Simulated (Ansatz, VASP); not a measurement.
# One calculation of CsRu, two programs

INCAR

```
SYSTEM = CsRu
PREC = Accurate
ENCUT = 600
EDIFF = 1E-6
ISMEAR = 0
SIGMA = 0.1
LREAL = .FALSE.
LASPH = .TRUE.
NELM = 80
ALGO = Normal
ISIF = 3
LWAVE = .FALSE.
LCHARG = .FALSE.
GGA = PE
IBRION = 2
NSW = 90
EDIFFG = -0.04
```

The input KPOINTS:

```
Automatic mesh
0
G
  4 4 4
  0 0 0
```

File POSCAR:

```
CsRu
1.0
    0.0000000000      4.0282983800      4.0282983800
    4.0282983800      0.0000000000      4.0282983800
    4.0282983800      4.0282983800      0.0000000000
Cs Ru
2 2
Direct
    0.0000000000      0.0000000000      0.0000000000
    0.2500000000      0.2500000000      0.2500000000
    0.7500000000      0.7500000000      0.7500000000
    0.5000000000      0.5000000000      0.5000000000
```

Input for Ansatz:

```yaml
crystal:
  lattice:
    - [0.0, 4.02829838, 4.02829838]
    - [4.02829838, 0.0, 4.02829838]
    - [4.02829838, 4.02829838, 0.0]
  atoms:
    - { symbol: Cs, position: [0.0, 0.0, 0.0] }
    - { symbol: Cs, position: [0.25, 0.25, 0.25] }
    - { symbol: Ru, position: [0.75, 0.75, 0.75] }
    - { symbol: Ru, position: [0.5, 0.5, 0.5] }
basis:
  ecutwfc: 420
kpoints:
  mp_grid: { grid: [4, 4, 4] }
hamiltonian:
  xc: pbe
scf:
  occupations: { method: gaussian, width: 0.1 }
  lower_state_search: "off"
output:
  forces: true
  stress: true
  eigenvalues: true
relax:
  adjacent_minimum: "off"
  f_tol: 0.04
  max_steps: 70
  cell: { stress_tol: 0.4 }
```

Alike in both runs: task relaxation of cell and atoms; functional PBE; k mesh 4 × 4 × 4; occupations gaussian, width 0.1 eV; no spin polarisation.

|  | VASP | Ansatz |
| --- | --- | --- |
| version | VASP 6.6.1 | Ansatz 0.2.0 |
| potentials or method | VASP PAW PBE potentials, release 64 (Cs_sv, Ru_pv) | scalar-relativistic, plane waves, PAW |
| plane-wave cutoff (eV) | 600 | 420 |
| valence electrons in the cell | 46 | 50 |

```csv
,VASP,Ansatz,Ansatz less VASP
"gap on the k mesh at the Fermi level, each at its own relaxed structure (eV)",none,none,-
relaxed volume (Å³/atom),27.20,26.68,-0.524
relaxed cell length with the largest relative difference (Å),5.359,5.324,-0.0346
energy change over the relaxation (meV/atom),-85,-98,-12.5
```

A gap of «none» marks a metal or a gap that the smearing closes. The two sets of potentials don't hold the same shells in valence.

Caveats: the volume moved by over 15 % at a fixed basis, so the end points are rough (VASP). Spin-orbit coupling is left out, which matters for the levels of Cs.
